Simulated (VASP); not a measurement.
**VSi (relaxed from the zinc blende structure, space group F-43m): computed properties**

Level of theory: r2SCAN meta-GGA, VASP's PBE PAW potentials (set 64) (plane waves; VASP).

For VSi, the space group comes out as F-43m (216). The cell comes out as a = b = c = 5.5001 Å, α = β = γ = 90.00° and the volume per atom is 20.80 Å^3/atom. The band gap (over mesh and band path) is none (metal, semimetal or under 0.01 eV) and the cell moment is 0.00 μB. The density is 3.15 g/cm³.

Space group F-43m (No. 216); a = 5.500 Å, b = 5.500 Å, c = 5.500 Å, α = 90.00°, β = 90.00°, γ = 90.00°

```tsv
atom	site	symmetry	x	y	z
V	4a	-43m	0.0000	0.0000	0.0000
Si	4d	-43m	0.7500	0.7500	0.7500
```
(The calculation used a cell of 2 atoms; values per cell refer to that cell.)

The structure was generated: VSi was put into the zinc blende type (F-43m), which need not be its known phase. It was relaxed first, which changed the volume by -27 %. Symmetry was kept, so distortions that lower it aren't found.
